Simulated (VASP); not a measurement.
Computed with PW91 GGA, VASP's PBE PAW potentials (set 64) (plane waves; VASP).

VASP input:

**INCAR**
```
SYSTEM = MnO
PREC = Accurate; ENCUT = 520; LREAL = F
LASPH = T
EDIFF = 1E-6; NELM = 100; ALGO = Normal
LMAXMIX = 4
ISMEAR = 0; SIGMA = 0.05
GGA = 91
MAGMOM = 5.0 -5.0 2*0.0
ISPIN = 2
ISIF = 2
LWAVE = F; LCHARG = F; LORBIT = 10
```

**KPOINTS**
```
Automatic
0
Gamma
  7 7 7
0 0 0
```

File POSCAR:
```
MnO
8.880
  0.5000000000   0.2500000000   0.2500000000
  0.2500000000   0.5000000000   0.2500000000
  0.2500000000   0.2500000000   0.5000000000
Mn O
2 2
Cart
  0.0000000000   0.0000000000   0.0000000000
  0.5000000000   0.5000000000   0.5000000000
  0.2500000000   0.2500000000   0.2500000000
  0.7500000000   0.7500000000   0.7500000000
```

POTCAR, in this order: Mn_pv O (PBE.64 set). Program: vasp_std.

What will the output report for the number of irreducible k-points (NKPTS), number of bands (NBANDS), largest plane-wave count, number of space-group operations, FFT grid (NGX, NGY, NGZ)?

| Quantity | Result |
|---|---|
| number of irreducible k-points (NKPTS) | 44 |
| number of bands (NBANDS) | 23 |
| largest plane-wave count | 1193 |
| number of space-group operations | 12 |
| FFT grid (NGX, NGY, NGZ) | 40 × 40 × 40 |

The compound is MnO in the rock salt, AFM-II order structure. The cell was not relaxed at this level. The run is one of a series of settings (GGA = 91 against the base run), some of them coarse on purpose.
